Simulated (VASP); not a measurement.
Computed with optB86b-vdW, VASP's PBE PAW potentials (set 64) (plane waves; VASP).

A VASP calculation is set up with these files.

**POSCAR**
```
NiO
1
    4.1494115013     2.0708721884     2.0708721884
    2.0708721884     4.1494115013     2.0708721884
    2.0708721884     2.0708721884     4.1494115013
Ni O
2 2
Direct
  0.0000000000   0.0000000000   0.0000000000
  0.5000000000   0.5000000000   0.5000000000
  0.2500000000   0.2500000000   0.2500000000
  0.7500000000   0.7500000000   0.7500000000
```

**INCAR**
```
MAGMOM = 1.3 -1.3 2*0.0
LMAXMIX = 4   # l cut-off of mixed one-centre charges
LORBIT = 11
SYSTEM = NiO
NEDOS = 601   # DOS grid
LREAL = .FALSE.   # projection in real space or not
LWAVE = .FALSE.
GGA = MK
AGGAC = 0.0
PARAM2 = 1.0
LEFG = .TRUE.
NELM = 100   # most electronic steps
PREC = Accurate
PARAM1 = 0.1234
ISMEAR = -5
ISPIN = 2   # spin-polarised
ALGO = Normal   # blocked Davidson
EDIFF = 1E-7
LASPH = .TRUE.   # aspherical one-centre terms
LUSE_VDW = .TRUE.
ISIF = 2   # forces and stress, cell fixed
ENCUT = 520   # plane-wave cut-off (eV)
LCHARG = .TRUE.
```

File KPOINTS:
```
Automatic mesh
0
Gamma
10 10 10
0 0 0
```

POTCAR, in this order: Ni O (PBE.64 set). Program: vasp_std.

What does the run give for the energy per atom (σ→0), cell moment?

* **energy per atom (σ→0)**: -3831 meV/atom
* **cell moment**: 0.00 μB

### OSZICAR
```
...
DAV:  14    -0.153221773824E+02   -0.20890E-04   -0.89398E-05 11552   0.191E-01    0.325E-02
DAV:  15    -0.153221708213E+02    0.65610E-05   -0.22194E-05 13288   0.754E-02    0.726E-03
DAV:  16    -0.153221688556E+02    0.19657E-05   -0.27433E-06 13844   0.244E-02    0.256E-03
DAV:  17    -0.153221679898E+02    0.86580E-06   -0.13483E-07  6200   0.700E-03    0.775E-04
DAV:  18    -0.153221684020E+02   -0.41216E-06   -0.10964E-07  4740   0.388E-03    0.573E-04
DAV:  19    -0.153221682613E+02    0.14073E-06   -0.25590E-08  4728   0.280E-03    0.251E-04
DAV:  20    -0.153221682027E+02    0.58540E-07   -0.36076E-09  4712   0.602E-04
   1 F= -.15322168E+02 E0= -.15322168E+02  d E =0.000000E+00  mag=     0.0000
```

The compound is NiO in the rock salt, AFM-II order structure. It was relaxed first.
